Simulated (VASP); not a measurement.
An input for Ansatz (written as the equivalent of a VASP run, and not itself run):

Ansatz 0.2 input:
```yaml
crystal:
  lattice:
    - [1.5045000, -2.6058700, 0.0000000]
    - [1.5045000, 2.6058700, 0.0000000]
    - [0.0000000, 0.0000000, 4.7736000]
  atoms:
    - { symbol: Ti, position: [0.3333330, 0.6666670, 0.2500000] }
    - { symbol: Ti, position: [0.6666670, 0.3333330, 0.7500000] }
kpoints:
  mp_grid: { grid: [11, 11, 6] }
hamiltonian:
  xc: pbe
  pseudopotentials: { kind: paw }
scf:
  occupations: { method: methfessel_paxton, width: 0.1 }
  max_iter: 100
output: { forces: true, stress: true, eigenvalues: true }
```

Task: Translate this input to VASP (INCAR, KPOINTS, POSCAR, choice of POTCAR).

Result: One answer among several that fit: 
### INCAR
```
SYSTEM = Ti
PREC = Accurate
ENCUT = 400
EDIFF = 1E-6
NELM = 100
ALGO = Normal
LREAL = .FALSE.
LASPH = .TRUE.
ISMEAR = 1
SIGMA = 0.1
GGA = PE
LMAXMIX = 4
LWAVE = .FALSE.
LCHARG = .FALSE.
ISIF = 2
```

**POSCAR**
```
Ti
1
    1.5045000000    -2.6058700000     0.0000000000
    1.5045000000     2.6058700000     0.0000000000
    0.0000000000     0.0000000000     4.7736000000
Ti
2
Direct
  0.3333330000   0.6666670000   0.2500000000
  0.6666670000   0.3333330000   0.7500000000
```

File KPOINTS:
```
Automatic mesh
0
Gamma
11 11 6
0 0 0
```

POTCAR, in this order: Ti_sv (PBE.64 set). Program: vasp_std.

Limits of the translation: each code has its own PAW files, so the cut-off isn't converted (ENCUT is set for VASP's; basis.ecutwfc is left out, and Ansatz then takes the one that its files recommend); Ansatz stops its SCF on the density residual and VASP on the energy change (EDIFF).

The compound is Ti in the hcp structure. The cell was not relaxed at this level.
